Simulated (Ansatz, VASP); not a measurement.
## SrMg6Ni in VASP and in Ansatz

Contents of INCAR:

```
SYSTEM = SrMg6Ni
  ALGO = Normal
  EDIFF = 1E-8
  ENCUT = 600
  ISIF = 2
  ISMEAR = 1
  ISPIN = 2
  LASPH = .TRUE.
  LCHARG = .FALSE.
  LDAU = .TRUE.
  LDAUJ = 0 0 0
  LDAUL = -1 2 -1
  LDAUPRINT = 1
  LDAUTYPE = 2
  LDAUU = 0 5.3 0
  LEFG = .TRUE.
  LMAXMIX = 4
  LORBIT = 11
  LREAL = .FALSE.
  LWAVE = .FALSE.
  MAGMOM = 0 1 0 0 0 0 0 0
  NELM = 120
  PREC = Accurate
  SIGMA = 0.1
```

Contents of KPOINTS:

```
k-points
0
G
  6 5 5
  0 0 0
```

Contents of POSCAR:

```
SrMg6Ni
1.0
    4.4852480000      0.0000000000      0.0000000000
    0.0000000000      3.1281750000      7.1187980000
    0.0000000000     -3.1281750000      7.1187980000
Sr Ni Mg
1 1 6
Direct
    0.5000000000      0.7182430000      0.7182430000
    0.0000000000      0.8957990000      0.8957990000
    0.5000000000      0.1335570000      0.1335570000
    0.5000000000      0.1652130000      0.6793490000
    0.5000000000      0.6793490000      0.1652130000
    0.0000000000      0.3051920000      0.3051920000
    0.0000000000      0.3049440000      0.7977040000
    0.0000000000      0.7977040000      0.3049440000
```

The input input.yaml:

```yaml
crystal:
  lattice:
    - [4.485248, 0.0, 0.0]
    - [0.0, 3.128175, 7.118798]
    - [0.0, -3.128175, 7.118798]
  atoms:
    - { symbol: Sr, position: [0.5, 0.718243, 0.718243] }
    - { symbol: Ni, position: [0.0, 0.895799, 0.895799], spin: 1.0 }
    - { symbol: Mg, position: [0.5, 0.133557, 0.133557] }
    - { symbol: Mg, position: [0.5, 0.165213, 0.679349] }
    - { symbol: Mg, position: [0.5, 0.679349, 0.165213] }
    - { symbol: Mg, position: [0.0, 0.305192, 0.305192] }
    - { symbol: Mg, position: [0.0, 0.304944, 0.797704] }
    - { symbol: Mg, position: [0.0, 0.797704, 0.304944] }
hamiltonian:
  xc: lda
  pseudopotentials: { kind: paw }
  hubbard: { sites: [{ species: Ni, l: d, u_eff: 5.3 }] }
magnetization:
  spin_polarized: true
kpoints:
  mp_grid: { grid: [6, 5, 5] }
scf:
  occupations: { method: methfessel_paxton, width: 0.1 }
output:
  forces: true
  stress: true
  eigenvalues: true
  efg: {}
  write_density: true
  write_potential: true
  elf: true
  volumetric_format: npy
```

The cell comes from a database or a generator and needn't be the stable form of this composition.

Alike in both runs: task electric field gradients; functional LDA; k mesh 6 × 5 × 5; occupations methfessel-paxton of order 1, width 0.1 eV; collinear spin, ferromagnetic start; Hubbard terms Ni d U = 5.3 eV.

|  | VASP | Ansatz |
| --- | --- | --- |
| version | VASP 6.6.1 | Ansatz 0.2.0 |
| potentials or method | VASP PAW LDA potentials, release 64 (Sr_sv_GW, Ni_sv_GW, Mg_sv_GW) | Ansatz PAW |
| plane-wave cutoff (eV) | 600 | 420 |
| valence electrons in the cell | 88 | 88 |

```tsv
	VASP	Ansatz	Ansatz less VASP
gap on the k mesh at the Fermi level (eV)	none	none	-
pressure (GPa)	-3.2	-2.8	+0.41
largest component of the traceless stress (GPa)	0.30	0.26	-0.045
rms of the force components (eV/Å)	0.082	0.103	+0.0207
net moment per atom (μB)	0.00	0.00	0.000
Vzz of the field gradient on the site that differs most (V/Å²)	5.5	7.8	+2.23
```

The programs project onto different local orbitals, so the same U acts differently. Atom by atom the forces differ by 0.022 eV/Å (rms over components). A gap of «none» marks a metal or a gap that the smearing closes.

Caveats: the U is typed as a test and isn't derived for this compound; the magnetic or orbital state may not be the lowest (Ansatz); the PAW data sets come from PBE, with cores solved anew for the run's functional, which leaves a small shift of forces and pressure (Ansatz); the starting moments weren't kept (Ansatz). The state reached can hang on the start; a lower one may exist.
